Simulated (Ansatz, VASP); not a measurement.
**ZrOs in VASP and in Ansatz**

```xyz
2
Lattice="3.2521 0.0000 0.0000 0.0000 3.2521 0.0000 0.0000 0.0000 3.2521" Properties=species:S:1:pos:R:3 pbc="T T T"
Zr    1.6260    1.6260    1.6260
Os    0.0000    0.0000    0.0000
```

Change from the starting cell: volume scaled by 0.99, PAW files.

Alike in both runs: task electric field gradients; functional LDA; k mesh 13 × 13 × 13; occupations fermi-dirac, width 0.03 eV; no spin polarisation.

|  | VASP | Ansatz |
| --- | --- | --- |
| version | VASP 6.6.1 | Ansatz 0.2.0 |
| potentials or method | VASP PAW LDA potentials, release 64 (Zr_sv, Os) | PAW with Ansatz's default frozen-core files, scalar-relativistic |
| plane-wave cutoff (eV) | 520 | 420 |
| valence electrons in the cell | 20 | 28 |

```tsv
	VASP	Ansatz	Ansatz less VASP
pressure (GPa)	-5.0	-5.4	-0.32
Vzz of the field gradient on the site that differs most (V/Å²)	0.0	0.0	0.00
```

The two sets of potentials don't hold the same shells in valence. Ansatz warned: «gradients_without_spin_orbit».

The runs have no spin-orbit coupling, so splittings on Os are missing.
